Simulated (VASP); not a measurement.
## ZnO (zincite) with PBE: from relaxation to properties

Aim: relax ZnO (zincite) with PBE, compute its properties on that cell and hold them against experiment. The steps: full relaxation (PBE), second relaxation, density, ELF and potential (PBE), bands along the symmetry lines (PBE), density of states (PBE), zone-centre phonons (PBE), independent-particle dielectric function (PBE), core levels (PBE), bands along the symmetry lines (HSE06) and bands along the symmetry lines (TB-mBJ). The start is a cell from a database of measured crystal structures.

Main program and level: VASP 6.6.1; PBE; plane waves and PAW (Zn, O), in the first sound run; inputs show where later runs differ.

**Measured values to reproduce.**

“Local structures of polar wurtzites Zn1-xMgxO studied by Raman and 67Zn/25Mg NMR spectroscopies and by total neutron scattering” (2008, arxiv:0808.0492) reports for ZnO, wurtzite, by time-of-flight neutron powder diffraction (polycrystalline, from oxalate precursor, 298 K): lattice constant a (a, Rietveld) 3.24945 ± 1e-05 Å; lattice constant c (c, Rietveld) 5.20574 ± 3e-05 Å.

“Effect of Strain and Surface Proximity on the Acceptor Grouping in ZnO” (2023, pmc:10652265) quotes from earlier work for ZnO, wurtzite (bulk crystal): band gap (experimental band gap quoted from earlier work) about 3.38 eV [literature gap quoted in the computational methods as the target for the +U parameters …].

“Two Photon–Pumped Whispering‐Gallery Mode Lasing and Dynamic Regulation” (2019, pmc:6864518) reports for ZnO, wurtzite, by polarised confocal micro-Raman, 532 nm (single microrod grown by vapour-phase transport, unstrained, light polarised perpendicular to c, 300 K): Raman mode (E2(low)) 95 cm⁻¹ [single microrod on PET; all modes in this set lie about 4 cm-1 below usual ZnO values …]; Raman mode (A1(TO)) 374 cm⁻¹ [single microrod on PET; all modes in this set lie about 4 cm-1 below usual ZnO values …]; Raman mode (E2(high)) 434.6 cm⁻¹ [single microrod on PET; all modes in this set lie about 4 cm-1 below usual ZnO values …].

Most raw output is cut from this account.

## 1. The starting structure

Before any relaxation, the start is as follows. Symmetry: P6_3mc, No. 186, hexagonal system. The conventional cell has a = 3.249 Å, b = 3.249 Å, c = 5.206 Å, α = 90.00°, β = 90.00°, γ = 120.00°. Zn has 4 O at 1.97 to 1.98 Å nearest. O has 4 Zn at 1.97 to 1.98 Å nearest. Farther neighbours and most contacts between anions are not listed.

## 2. Full relaxation (PBE)

The start need not lie at this functional's minimum. ISIF = 3 frees volume, shape and positions, and EDIFFG sets the threshold on forces and stress at which the search stops. PBE, the usual starting point, adds the gradient of the density.

Contents of INCAR:

```
SYSTEM = ZnO
PREC = Accurate
ENCUT = 520
EDIFF = 1E-06
NELM = 100
ISMEAR = 0
SIGMA = 0.05
LREAL = .FALSE.
ALGO = Normal
GGA = PE
NBANDS = 24
LORBIT = 11
LWAVE = .FALSE.
LCHARG = .FALSE.
KPAR = 4
IBRION = 2
NSW = 60
ISIF = 3
EDIFFG = -0.01
```

Contents of POSCAR:

```
ZnO
1.0
    3.2493080000      0.0000000000      0.0000000000
   -1.6246540000      2.8139832727      0.0000000000
    0.0000000000      0.0000000000      5.2057090000
Zn O
2 2
Direct
    0.3333333333      0.6666666667      0.5000000000
    0.6666666667      0.3333333333      0.0000000000
    0.6666666667      0.3333333333      0.3790100000
    0.3333333333      0.6666666667      0.8790100000
```

Contents of KPOINTS:

```
Automatic mesh
0
Gamma
8 8 5
0 0 0
```

Potentials, in the order of the species: Zn and O (PBE family, release 64).

Launch:

```console
mpirun -np 4 vasp_std
```

The job ended after 60 s (4 MPI ranks of AMD EPYC 7R43, shared host; peak memory 0.6 GiB).

The gap is read on the k-mesh alone, so it is an upper bound where the band edges lie off the mesh. The run keeps the 12 symmetry operations of its start, so it cannot find a distortion of lower symmetry.

Relaxation path:

```tsv
step	energy less that of the first step (eV)	largest force (eV/Å)	pressure (GPa)	volume (Å³)
1	0.0000	0.0750	6.04	47.60
2	-0.0285	0.0292	-2.78	50.76
3	-0.0383	0.0021	-0.03	49.65
4	-0.0383	0.0008	0.06	49.61
5	-0.0384	0.0099	0.19	49.60
6	-0.0384	0.0133	0.10	49.60
7	-0.0384	0.0089	0.04	49.65
```

```tsv
conventional cell, symmetrised	before	after	change
a (Å)	3.249	3.289	+1.2 %
b (Å)	3.249	3.289	+1.2 %
c (Å)	5.206	5.302	+1.8 %
volume (Å³/atom)	11.90	12.41	+4.3 %
```

The relaxed structure:

```cif
data_structure
_symmetry_space_group_name_H-M 'P 1'
_symmetry_Int_Tables_number 1
_cell_length_a 3.2885
_cell_length_b 3.2885
_cell_length_c 5.3019
_cell_angle_alpha 90.000
_cell_angle_beta 90.000
_cell_angle_gamma 120.000
_cell_volume 49.65
loop_
_atom_site_label
_atom_site_type_symbol
_atom_site_fract_x
_atom_site_fract_y
_atom_site_fract_z
_atom_site_occupancy
Zn1 Zn 0.33333 0.66667 0.49970 1
Zn2 Zn 0.66667 0.33333 0.99970 1
O3 O 0.66667 0.33333 0.37931 1
O4 O 0.33333 0.66667 0.87931 1
```

Numbers from this step:

| Item | Value |
| --- | --- |
| electrons | 36 |
| bands | 24 |
| irreducible k-points | 30 |
| symmetry operations | 12 |
| free energy (TOTEN) | -17.86 eV |
| Fermi energy | 1.127 eV |
| pressure | 0.03917 GPa |
| metallic | no |
| valence top at k | 0, 0, 0 |
| conduction bottom at k | 0, 0, 0 |
| least direct gap at k | 0, 0, 0 |
| SCF cycles over all ionic steps | 51 |
| gap on the k-mesh | 0.7171 eV |
| least direct gap on the k-mesh | 0.7171 eV |

It ends with a largest force of 0.009 eV/Å and a pressure of 0.04 GPa. The volume lies +4.3 % from that of the database's start.

## 3. Second relaxation

A relaxation keeps the plane waves of the cell it began with, so it is repeated from the new cell, on a basis made for it. The mesh changes with the cell too.

INCAR is that of step 2.

Contents of POSCAR:

```
ZnO
1.0
    3.2885064752      0.0000000000      0.0000000000
   -1.6442532376      2.8479301480      0.0000000000
    0.0000000000      0.0000000000      5.3018776255
Zn O
2 2
Direct
    0.3333333333      0.6666666667      0.4996979181
    0.6666666667      0.3333333333      0.9996979181
    0.6666666667      0.3333333333      0.3793120819
    0.3333333333      0.6666666667      0.8793120819
```

Contents of KPOINTS:

```
Automatic mesh
0
Gamma
8 8 4
0 0 0
```

Launch:

```console
mpirun -np 4 vasp_std
```

Wall time 20 s (4 MPI ranks); peak memory 0.59 GiB; 76 s of CPU time.

Little changed from the start: no atom moved by 0.005 Å and no cell edge by 0.1 %.

A gap read on the k-mesh alone can miss the band edges.

Numbers from this step:

| Item | Value |
| --- | --- |
| pressure | 0.03717 GPa |
| SCF cycles over all ionic steps | 15 |
| gap on the k-mesh | 0.7169 eV |
| least direct gap on the k-mesh | 0.7169 eV |

It ends with a largest force of 0.009 eV/Å and a pressure of 0.04 GPa. The volume moved by under 0.01 %: the run met its threshold at the first step.

## 4. Density, ELF and potential (PBE)

A single point on the relaxed cell gives a clean self-consistent state, with density, ELF and potential written out.

INCAR: that of step 3 with these lines changed.

```diff
@@ -13,7 +13,5 @@
 LWAVE = .FALSE.
-LCHARG = .FALSE.
-KPAR = 4
-IBRION = 2
-NSW = 60
-ISIF = 3
-EDIFFG = -0.01
+LCHARG = .TRUE.
+ISIF = 2
+LELF = .TRUE.
+LVHAR = .TRUE.
```

POSCAR is that of step 3.

KPOINTS is that of step 3.

Launch:

```console
mpirun -np 4 vasp_std
```

Elapsed: 22 s, on 4 MPI ranks; peak memory 0.38 GiB.

Numbers from this step:

```
SCF cycles : 15
```

Valence electrons inside each PAW sphere by angular momentum. Sphere charges, by row:

```tsv
atom	s (e)	p (e)	d (e)	tot (e)
Zn1	0.446	0.452	9.89	10.79
Zn2	0.446	0.452	9.89	10.79
O3	1.55	3.436	0	4.986
O4	1.55	3.436	0	4.986
```

Electrostatic potential energy in the ac plane at fractional y = 0.333, with atoms of Zn and O within 0.2 Å of it. With pseudopotentials it is smooth inside the atoms' cores, unlike the true potential.

Ten even steps from '_' (-45 eV) to '@' (4 eV):
```
@@@@@@@@@@@@%%######%%%%%%########
@@@@@@@@@@@@@@##################%%
@@@@@@@@@@@@@@%%################%%
@@@@@@@@@@@@@@@@%%############%%@@
@@@@@@@@@@@@@@@@@@%%%%%%%%%%@@@@@@
@@@@@@@@@@@@@@@@@@@@@@@@@@@@@@@@@@
@@@@@@@@@@@@@@@@@@@@@@@@@@@@@@@@@@
@@@@@@@@@@@@@@@@@@@@@@@@@@@@@@@@@@
@@@@@@@@@@@@@@@@@@@@@@@@@@@@@@@@@@
@@@@@@@@@@@@@@@@@@@@@@@@@@@@@@@@@@
@@@@%%%%%%@@@@@@@@@@@@@@@@@@@@@@@@
@@%%%%%%%%%%@@@@@@@@@@@@@@@@@@@@@@
%%%%%%##%%%%@@@@@@@@@@@@@@@@@@@@@@
@@%%%%%%%%%%@@@@@@%%**====**%%@@@@
@@%%%%%%%%%%@@@@%%==______..**@@@@
@@@@%%%%%%@@@@@@##..________--%%@@
@@@@@@@@@@@@@@@@##__________--%%@@
@@@@@@@@@@@@@@@@%%::________==@@@@
@@@@@@@@@@@@@@@@@@**::____==%%@@@@
@@@@@@@@@@@@@@@@@@@@%%####%%@@@@@@
@@@@@@@@@@@@@@@@@@@@@@%%@@@@@@@@@@
@@@@@@@@@@@@@@@@@@@@%%%%%%%%@@@@@@
@@@@@@@@@@@@@@@@%%##########%%%%@@
@@@@@@@@@@@@@@%%################%%
@@@@@@@@@@@@@@##################%%
@@@@@@@@@@@@%%######%%%%%%########
@@@@@@@@@@@@%%######%%%%%%%%######
```
Columns run along a (3.3 Å; values clipped at the 3rd and 97th percentile), rows up along c (5.3 Å). Atoms in or near the plane, at fractional coordinates: Zn at (0.67, 0.00), O at (0.67, 0.38).

Valence density in the ac plane at fractional y = 0.333, with atoms of Zn and O within 0.2 Å of it. It is the smooth field of the valence electrons, not physical close to the nuclei.

Ten steps, logarithmic in the rise over the least value, from '0' (0 e/Å³) to '9' (19 e/Å³):
```
11111122579998642
11222112367887532
12222211245665321
11222111122332111
11111111111111111
01111100000000000
00000000000000000
00000000000000000
00000000000000000
00000000000000000
01111100001111000
11111111112221111
11111111223333221
11111112345554322
11111122456776432
11111123467777542
11111123467887542
10000112457776532
10000012345665431
00000001234444321
00000001123332211
00000001122222110
00000001122332210
00000001245665321
10000012367887531
11000112578998642
11111112579999742
```
Columns run along a (3.3 Å), rows up along c (5.3 Å). Atoms in or near the plane, at fractional coordinates: Zn at (0.67, 0.00), O at (0.67, 0.38).

ELF in the ac plane at fractional y = 0.333, with atoms of Zn and O within 0.2 Å of it. It is the smooth field of the valence electrons, not physical close to the nuclei.

Ten even steps from '_' (0.00) to '@' (0.84):
```
::--++++==--......____________....
::==****++==::....__________......
--++******==::....................
--++******++--....::::::::::......
--++++**++==--......::::::......::
::--======--::....................
..::----::::....________________..
..............____________________
__..........______________________
..............____..........______
..................::--------::....
....::::::....::--++**##****==--..
....::::::....--++%%%%@@@@%%##++::
......::....::==%%@@@@@@@@@@@@##--
::..........--**@@@@@@%%%%@@@@%%++
::..........--##@@@@##++**%%@@@@**
--........::==%%@@@@##==++%%@@@@##
--........::==##@@@@%%####%%@@@@**
--..____....==**%%@@@@@@@@@@@@%%**
::..______..--++##@@@@@@@@@@%%**==
..__________..--==++**####**++==::
____________......::::::::::::....
____________........::....::......
..________......::....____....::..
..............::..__________..::..
....::::::....::..____________..::
..::--==--::..::..____________..::
```
Columns run along a (3.3 Å), rows up along c (5.3 Å). Atoms in or near the plane, at fractional coordinates: Zn at (0.67, 0.00), O at (0.67, 0.38).

In this run the pressure is 0.04 GPa, small enough to go on.

## 5. Bands along the symmetry lines (PBE)

Levels along the symmetry lines show where the bands peak and cross; KPOINTS_OPT computes them in the converged potential.

Contents of INCAR:

```
SYSTEM = ZnO
PREC = Accurate
ENCUT = 520
EDIFF = 1E-06
NELM = 100
ISMEAR = 0
SIGMA = 0.05
LREAL = .FALSE.
ALGO = Normal
GGA = PE
NBANDS = 32
LORBIT = 11
LWAVE = .FALSE.
LCHARG = .FALSE.
KPAR = 4
```

POSCAR is that of step 4.

KPOINTS is that of step 4.

Contents of KPOINTS_OPT:

```
Line mode
16
Line-mode
Reciprocal
  0.00000000   0.00000000   0.00000000 GAMMA
  0.50000000   0.00000000   0.00000000 M

  0.50000000   0.00000000   0.00000000 M
  0.33333333   0.33333333   0.00000000 K

  0.33333333   0.33333333   0.00000000 K
  0.00000000   0.00000000   0.00000000 GAMMA

  0.00000000   0.00000000   0.00000000 GAMMA
  0.00000000   0.00000000   0.50000000 A

  0.00000000   0.00000000   0.50000000 A
  0.50000000   0.00000000   0.50000000 L

  0.50000000   0.00000000   0.50000000 L
  0.33333333   0.33333333   0.50000000 H

  0.33333333   0.33333333   0.50000000 H
  0.00000000   0.00000000   0.50000000 A

  0.50000000   0.00000000   0.50000000 L
  0.50000000   0.00000000   0.00000000 M

  0.33333333   0.33333333   0.00000000 K
  0.33333333   0.33333333   0.50000000 H
```

Launch:

```console
mpirun -np 4 vasp_std
```

Run time: 67 s. Hardware: 4 MPI ranks; peak memory 0.71 GiB.

This step gave:

- bands: 32
- Fermi energy: 1.082 eV
- pressure: -3.92e-4 GPa
- least gap on mesh and path: 0.7168 eV
- least direct gap on mesh and path: 0.7168 eV

The electronic bands at the labelled points (eV, zero at the valence-band top; v1 is the highest filled band, c1 the lowest empty one):

```tsv
point	v4	v3	v2	v1	c1	c2	c3
Γ	-0.74	-0.08	0.00	0.00	0.72	5.06	8.05
0.47 of the way	-1.58	-1.34	-0.42	-0.33	2.96	6.67	8.05
M	-2.70	-2.12	-1.22	-0.79	5.59	6.81	7.52
0.47 of the way	-2.94	-2.28	-1.42	-1.11	6.17	7.31	7.59
K	-3.46	-1.82	-1.82	-1.64	7.44	7.44	7.67
0.47 of the way	-2.37	-1.77	-0.70	-0.65	3.97	7.30	8.25
Γ	-0.74	-0.08	0.00	0.00	0.72	5.06	8.05
0.47 of the way	-0.65	-0.65	-0.09	-0.09	1.75	4.62	8.46
A	-0.37	-0.37	-0.37	-0.37	3.34	3.34	9.89
0.53 of the way	-1.28	-1.28	-0.93	-0.93	4.76	4.76	9.16
L	-1.42	-1.42	-1.30	-1.30	5.62	5.62	8.18
0.53 of the way	-2.08	-2.08	-1.20	-1.20	6.45	6.45	8.24
H	-2.57	-2.57	-1.17	-1.17	7.74	7.74	7.94
0.53 of the way	-1.27	-1.27	-1.07	-1.07	4.88	4.88	9.27
A	-0.37	-0.37	-0.37	-0.37	3.34	3.34	9.89
jump to L	-1.42	-1.42	-1.30	-1.30	5.62	5.62	8.18
0.47 of the way	-2.08	-1.88	-1.07	-0.99	5.36	6.38	7.86
M	-2.70	-2.12	-1.22	-0.79	5.59	6.81	7.52
jump to K	-3.46	-1.82	-1.82	-1.64	7.44	7.44	7.67
0.47 of the way	-3.29	-1.88	-1.52	-1.52	7.52	7.52	7.76
H	-2.57	-2.57	-1.17	-1.17	7.74	7.74	7.94
```

Of the projections kept (Zn, O), the largest for each band there; the rest of the weight can lie on other orbitals:

```tsv
point	v4	v3	v2	v1	c1	c2	c3
Γ	O 0.64	O 0.68	O 0.66	O 0.66	Zn 0.61	Zn 0.79	O 0.74
M	Zn 0.54	O 0.62	O 0.56	O 0.65	Zn 0.60	Zn 0.54	Zn 0.68
K	Zn 0.73	O 0.53	O 0.53	O 0.56	Zn 0.52	Zn 0.52	Zn 0.89
Γ	O 0.64	O 0.68	O 0.66	O 0.66	Zn 0.61	Zn 0.79	O 0.74
A	O 0.65	O 0.65	O 0.65	O 0.65	O 0.56	O 0.56	Zn 0.76
L	O 0.62	O 0.62	O 0.62	O 0.62	Zn 0.78	Zn 0.78	O 0.58
```

The path finds the gap of the mesh within 0.02 eV, so the mesh comes close to both band edges.

## 6. Density of states (PBE)

A density of states needs more k-points than a total energy; ISMEAR = -5 takes tetrahedra, and LORBIT projects the states on the PAW spheres. The mesh is finer than in the run before.

INCAR: that of step 5 with these lines changed.

```diff
@@ -5,3 +5,3 @@
 NELM = 100
-ISMEAR = 0
+ISMEAR = -5
 SIGMA = 0.05
@@ -15 +15,2 @@
 KPAR = 4
+NEDOS = 2001
```

POSCAR is that of step 5.

Contents of KPOINTS:

```
Automatic mesh
0
Gamma
12 12 6
0 0 0
```

Launch:

```console
mpirun -np 4 vasp_std
```

Run time: 51 s. Hardware: 4 MPI ranks; peak memory 0.77 GiB.

Numbers from this step:

```
irreducible k-points           : 76
Fermi energy                   : 0.8565 eV
pressure                       : 0.005167 GPa
gap on the k-mesh              : 0.7172 eV
least direct gap on the k-mesh : 0.7172 eV
```

The density of states has structure finer than the step of the table below, so its rows give means over 1 eV, whole bins alone (the curve runs from -12.0 to 8.70 eV). Peaks (eV: height): total -5.7: 13.9, -5.2: 19.0, -4.3: 24.4, -4.2: 29.5; Zn d -5.2: 13.4, -4.3: 23.7, -4.2: 28.8; O p -5.7: 2.94, -5.2: 3.15, -1.2: 3.37, 8.3: 1.86; Zn s -5.7: 0.901, -3.7: 0.565, 5.5: 0.291, 8.3: 1.77.

States under -12.0 eV and over 8.7 eV are left out. Density of states against energy, zero at the valence-band top; means over each step; values in states/eV/cell:

```tsv
energy (eV)	total	Zn d	O p	Zn s
-7	0	0	0	0
-6	3.27	1.72	0.686	0.199
-5	8.96	6.32	1.43	0.145
-4	9.21	8.33	0.314	0.147
-3	2.49	1.18	0.615	0.182
-2	3.12	0.920	1.26	0.0921
-1	4.38	1.12	2.20	0.0319
0	0.636	0.167	0.354	5.1e-4
1	0.0130	2.6e-4	0.00219	0.00299
2	0.102	0.00184	0.0234	0.0202
3	0.245	0.00202	0.0608	0.0453
4	0.457	0.00306	0.110	0.0834
5	0.898	0.0122	0.174	0.175
6	1.13	0.0290	0.196	0.210
7	1.08	0.0502	0.203	0.165
8	2.42	0.124	0.613	0.466
```

The gap on this mesh is 0.72 eV. In the top eV of the valence band the largest shares in the PAW spheres are O p 53 % and Zn d 26 %. The rest lies in smaller channels or between the spheres.

## 7. Zone-centre phonons (PBE)

Zone-centre modes test whether the atoms sit at a minimum within this cell. IBRION = 8 takes the force constants from linear response, which needs tightly converged orbitals.

Contents of INCAR:

```
SYSTEM = ZnO
PREC = Accurate
ENCUT = 520
EDIFF = 1E-08
NELM = 100
ISMEAR = 0
SIGMA = 0.05
LREAL = .FALSE.
ALGO = Normal
GGA = PE
NBANDS = 24
LORBIT = 11
LWAVE = .FALSE.
LCHARG = .FALSE.
KPAR = 4
IBRION = 8
LEPSILON = .TRUE.
ISIF = 2
```

POSCAR is that of step 6.

Contents of KPOINTS:

```
Automatic mesh
0
Gamma
8 8 4
0 0 0
```

Launch:

```console
mpirun -np 4 vasp_std
```

Run time: 7.7 min. Hardware: 4 MPI ranks; peak memory 1.7 GiB.

Energies printed during the response cycles are not total energies of the cell. With a direct gap this small, the dielectric response converges slowly with the mesh, so tensor and charges are uncertain; a mesh that holds the point of the least gap tends to give too large a tensor.

Numbers from this step:

```
bands                          : 24
irreducible k-points           : 30
pressure of the cell           : 0.02933 GPa
largest force of the cell      : 0.008707 eV/Å
Fermi energy                   : 1.127 eV
gap on the k-mesh              : 0.7169 eV
least direct gap on the k-mesh : 0.7169 eV
```

Electronic dielectric tensor with local fields:

```
7.21 0.00 0.00
0.00 7.21 0.00
0.00 0.00 6.89
```

Born effective charge (e), principal values of the symmetric part by kind of site:

```tsv
atom	atoms with these values	low	middle	high	mean
Zn1	2	2.18	2.18	2.23	2.19
O3	2	-2.23	-2.18	-2.18	-2.19
```

In full for O3:

```
-2.18  0.00  0.00
 0.00 -2.18  0.00
 0.00  0.00 -2.23
```

Transverse limit, no LO-TO splitting. The modes at Γ (shares of kinetic energy by element, %):

```tsv
mode	frequency (cm⁻¹)	symmetry	Zn %	O %
1	-0.7	acoustic	80	20
2	-0.3	acoustic	80	20
3	-0.3	acoustic	80	20
4	93.2	E2	86	14
5	93.2	E2	86	14
6	246.2	B	99	1
7	350.6	A1	20	80
8	373.7	E1	20	80
9	373.7	E1	20	80
10	404.2	E2	14	86
11	404.2	E2	14	86
12	509.2	B	1	99
```

Displacements in mode 4 (93.2 cm⁻¹), the largest set to 1:
```
Zn1  0.00 -1.00  0.00
Zn2  0.00  1.00  0.00
O3   0.00 -0.81  0.00
O4   0.00  0.81  0.00
```

Displacements in mode 7 (350.6 cm⁻¹), the largest set to 1:
```
Zn1  0.00  0.00  0.25
Zn2  0.00  0.00  0.25
O3   0.00  0.00 -1.00
O4   0.00  0.00 -1.00
```

The three acoustic modes lie within 0.7 cm⁻¹ of zero, and all others are real. By the characters of their eigenvectors the optical modes sort into (cm⁻¹) Raman active: E2 93, A1 351, E1 374, E2 404; infrared active: A1 351, E1 374; silent: B 246, B 509. B labels carry no number here, since it depends on the setting of the axes.

## 8. Independent-particle dielectric function (PBE)

LOPTICS sums transitions from filled to empty bands. The mesh is finer than in the run before. NBANDS is raised for it.

Contents of INCAR:

```
SYSTEM = ZnO
PREC = Accurate
ENCUT = 520
EDIFF = 1E-06
NELM = 100
ISMEAR = 0
SIGMA = 0.05
LREAL = .FALSE.
ALGO = Normal
GGA = PE
NBANDS = 50
LORBIT = 11
LWAVE = .FALSE.
LCHARG = .FALSE.
KPAR = 4
LOPTICS = .TRUE.
NEDOS = 1500
CSHIFT = 0.1
```

POSCAR is that of step 7.

Contents of KPOINTS:

```
Automatic mesh
0
Gamma
12 12 6
0 0 0
```

Launch:

```console
mpirun -np 4 vasp_std
```

The job ended after 74 s (4 MPI ranks; peak memory 1.4 GiB; 4.8 min of CPU time).

With so small a gap the low-energy part of the spectrum hangs on the few k-points near the gap and is not converged. These are independent-particle spectra without excitons or local fields, and fine structure depends on the mesh and on CSHIFT.

This step gave:

* SCF cycles: 13
* bands: 50
* irreducible k-points: 76
* Fermi energy: 1.045 eV
* pressure: -0.003321 GPa
* gap on the k-mesh: 0.7170 eV
* least direct gap on the k-mesh: 0.7170 eV

The imaginary dielectric function has structure finer than the step of the table below, so its rows give means over 1 eV, whole bins alone (the curve runs from 0 to 25.0 eV). Peaks (eV: height): xx 0.7: 2.55, 1.4: 2.55, 1.9: 2.51, 3.5: 2.12, 4.5: 1.96, 6.8: 3.23, 10.3: 5.22; zz 1.4: 3.42, 5.9: 2.88, 6.8: 4.42, 8.9: 3.07, 10.4: 4.31, 11.7: 4.96, 12.5: 4.81.

Table of imaginary dielectric function by photon energy; means over each step:

```tsv
photon energy (eV)	xx	zz
1	1.45	1.51
2	1.54	1.66
3	1.51	1.67
4	1.45	1.60
5	1.65	1.65
6	2.39	2.35
7	2.57	2.98
8	2.18	2.44
9	2.86	2.75
10	4.61	3.14
11	3.72	3.47
12	3.56	4.38
13	3.19	3.83
14	2.65	2.48
15	1.47	1.30
16	1.13	1.20
17	0.931	0.908
18	0.844	0.919
19	0.544	0.529
20	0.481	0.456
21	0.481	0.446
22	0.483	0.386
23	0.411	0.355
24	0.374	0.386
```

Real dielectric function against photon energy:

```tsv
photon energy (eV)	xx	zz
0	5.67	5.65
1	4.85	4.86
2	3.62	4.41
3	3.53	3.83
4	3.97	3.61
5	4.02	4.01
6	3.71	3.30
7	2.64	1.88
8	3.06	3.02
9	3.72	2.57
10	2.58	3.16
11	0.868	1.88
12	0.654	1.15
13	0.0755	-0.157
14	-0.784	-1.38
15	-0.780	-0.670
16	-0.315	-0.290
17	0.0255	-0.0275
18	0.0305	-0.00517
19	0.0978	0.0742
20	0.320	0.266
21	0.350	0.276
22	0.458	0.419
23	0.486	0.567
24	0.601	0.644
```

The mean of ε2 over directions passes 5 % of its top at 0.49 eV, against a least direct gap of 0.72 eV on this mesh; what lies under the gap is the tail of the broadening by CSHIFT.

[end of part 1 of 2]

[Lines on the potential files, build, host, timing and source positions are cut from VASP's logs without a mark.]

[Logs are printed without paths, hosts, clocks, repeated set-up lines and the standing remarks that a program may print on its own settings, such as how far it seeks lower states.]

[Hosts, paths, dates, database ids (printed as entryN), source tags and the programs' standing remarks are cut or masked in the printed files.]

[A measured line is paired with the nearest computed mode of its activity, which favours agreement.]
